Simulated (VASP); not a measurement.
The input files of a VASP run:

POSCAR:
```
ZnSe
1
    0.0000000000     2.8350000000     2.8350000000
    2.8350000000     0.0000000000     2.8350000000
    2.8350000000     2.8350000000     0.0000000000
Zn Se
1 1
Direct
  0.0000000000   0.0000000000   0.0000000000
  0.2500000000   0.2500000000   0.2500000000
```

INCAR:
```
SYSTEM  =  ZnSe
PREC  =  Accurate; ENCUT  =  400; LREAL  =  .FALSE.
LASPH  =  .TRUE.
EDIFF  =  1E-6; NELM  =  100; ALGO  =  Normal
LMAXMIX  =  4
ISMEAR  =  0; SIGMA  =  0.05
GGA  =  PE
LDAUL  =  2 -1
LDAUU  =  1.0 0
LDAUJ  =  0 0
LDAU  =  .TRUE.; LDAUTYPE  =  2; LDAUPRINT  =  1
ISIF  =  2
LWAVE  =  .FALSE.; LCHARG  =  .FALSE.; LORBIT  =  10
```

KPOINTS:
```
Automatic mesh
0
Gamma
7 7 7
0 0 0
```

POTCAR, in this order: Zn Se (PBE.64 set). Program: vasp_std.

### Question
Translate this PBE+U calculation to Quantum ESPRESSO's pw.x.

### Answer
One equivalent input (not run):
```
&CONTROL
  calculation = 'scf'
  pseudo_dir = './pseudo'
  outdir = './out'
  tprnfor = .true.
  tstress = .true.
/
&SYSTEM
  ibrav = 0
  nat = 2
  ntyp = 2
  ecutwfc = 86
  occupations = 'smearing'
  smearing = 'gaussian'
  degauss = 0.003675
  input_dft = 'pbe'
/
&ELECTRONS
  conv_thr = 7.3e-08
  electron_maxstep = 100
/
ATOMIC_SPECIES
  Zn 65.380 Zn.upf
  Se 78.971 Se.upf
CELL_PARAMETERS angstrom
     0.0000000    2.8350000    2.8350000
     2.8350000    0.0000000    2.8350000
     2.8350000    2.8350000    0.0000000
ATOMIC_POSITIONS crystal
  Zn   0.0000000  0.0000000  0.0000000
  Se   0.2500000  0.2500000  0.2500000
K_POINTS automatic
  7 7 7 0 0 0
HUBBARD {ortho-atomic}
U Zn-3d 1
```
The two are equivalent in intent, not identical: the potentials are each code's own (VASP's PAW set, PseudoDojo norm-conserving files in pw.x), so ENCUT and ecutwfc are chosen apart and not converted; conv_thr bounds pw.x's estimated SCF error, while EDIFF bounds the energy change between steps; the +U projectors differ (PAW spheres against orthogonalised atomic orbitals), so the same U acts differently.

The compound is ZnSe in the zinc blende structure. The cell was not relaxed at this level. The run is one of a series of settings (LDAU = .TRUE., LDAUJ = 0 0, LDAUL = 2 -1, LDAUTYPE = 2, LDAUU = 1.0 0 against the base run), some of them coarse on purpose.
